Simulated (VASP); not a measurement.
The input files of a VASP run:

INCAR:
```
ALGO=Normal
EDIFF=1E-7
ENCUT=520
GGA=PE
ISIF=2
ISMEAR=1
IVDW=11
LASPH=.True.
LCHARG=.False.
LMAXMIX=4
LREAL=.False.
LWAVE=.False.
NELM=100
PREC=Accurate
SIGMA=0.1
SYSTEM=FeAl
```

File KPOINTS:
```
K-points
0
G
13 13 13
0 0 0
```

**POSCAR**
```
FeAl
1
    2.8695066375     0.0000000000     0.0000000000
    0.0000000000     2.8695066375     0.0000000000
    0.0000000000     0.0000000000     2.8695066375
Al Fe
1 1
Direct
  0.5000000000   0.5000000000   0.5000000000
  0.0000000000   0.0000000000   0.0000000000
```

POTCAR, in this order: Al Fe (PBE.64 set). Program: vasp_std.

Q: Translate this PBE-D3 (zero damping) calculation to Quantum ESPRESSO's pw.x.

A: One equivalent input (not run):
```
&CONTROL
  calculation = 'scf'
  pseudo_dir = './pseudo'
  outdir = './out'
  tprnfor = .true.
  tstress = .true.
/
&SYSTEM
  ibrav = 0
  nat = 2
  ntyp = 2
  ecutwfc = 90
  occupations = 'smearing'
  smearing = 'methfessel-paxton'
  degauss = 0.00735
  input_dft = 'pbe'
  vdw_corr = 'grimme-d3'
  dftd3_version = 3
  dftd3_threebody = .false.
/
&ELECTRONS
  conv_thr = 7.3e-09
  electron_maxstep = 100
/
ATOMIC_SPECIES
  Al 26.982 Al.upf
  Fe 55.845 Fe.upf
CELL_PARAMETERS angstrom
     2.8695066    0.0000000    0.0000000
     0.0000000    2.8695066    0.0000000
     0.0000000    0.0000000    2.8695066
ATOMIC_POSITIONS crystal
  Al   0.5000000  0.5000000  0.5000000
  Fe   0.0000000  0.0000000  0.0000000
K_POINTS automatic
  13 13 13 0 0 0
```
What does not carry over: the potentials are each code's own (VASP's PAW set, PseudoDojo norm-conserving files in pw.x), so ENCUT and ecutwfc are chosen apart and not converted; conv_thr bounds pw.x's estimated SCF error, while EDIFF bounds the energy change between steps.

The compound is FeAl in the CsCl type structure. This cell is one point of a volume scan, at 1.03 of the reference volume.
